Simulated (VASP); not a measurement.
Data:

```yaml
crystal:
  lattice:
    - [6.24087, 0.00000, 0.00000]
    - [0.00000, 6.24087, 0.00000]
    - [0.00000, 0.00000, 6.24087]
  atoms:
    - { symbol: Cs, position: [0.00000, 0.00000, 0.00000] }
    - { symbol: Sn, position: [0.50000, 0.50000, 0.50000] }
    - { symbol: I, position: [0.50000, 0.00000, 0.50000] }
    - { symbol: I, position: [0.00000, 0.50000, 0.50000] }
    - { symbol: I, position: [0.50000, 0.50000, 0.00000] }
```

These are PBE GGA, VASP's PBE PAW potentials (set 64) (plane waves; VASP) values and carry that method's errors. Settings: 520 eV cut-off, Gaussian smearing of 0.050 eV, potentials Cs_sv Sn_d I.

Unless said otherwise, spin-orbit coupling is left out, though it shifts the bands of the heavy elements here.

Task: What does the run give for the band gap (along the path) with the smallest direct gap where there is one?

Result: 
| Property | Value |
|---|---|
| band gap (along the path) | 0.38 eV |
| smallest direct gap (along the path) | 0.38 eV |

The absolute energy has meaning only against runs of the same code, potentials and settings.

The compound is CsSnI3 in the cubic perovskite structure, the ideal cubic form; the compound distorts at low or room temperature. It was relaxed first.
